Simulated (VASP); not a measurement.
Crystal: BAs.

```xyz
2
Lattice="0.0000 2.3885 2.3885 2.3885 0.0000 2.3885 2.3885 2.3885 0.0000" Properties=species:S:1:pos:R:3 pbc="T T T"
B     0.0000    0.0000    0.0000
As    1.1943    1.1943    1.1943
```

Base run:

- Program: VASP 6.6.1
- Functional: PBE
- Potentials or basis: VASP PAW PBE potentials, release 64 (B, As)
- Cutoff: 520 eV
- k mesh: 6 × 6 × 6
- Occupations: gaussian, width 0.02 eV
- Spin: no spin polarisation

Its results: band gap on the k mesh 1.27 eV, indirect (least direct gap 3.27 eV); pressure 3.5 GPa.

The run is repeated on the same cell with these changes: k mesh from 6 × 6 × 6 to 16 × 16 × 16. What comes out?

Band gap on the k mesh 1.19 eV, indirect (least direct gap 3.28 eV); pressure 3.4 GPa.

A k mesh can miss the band edges.

Not every run made on this cell is shown here.
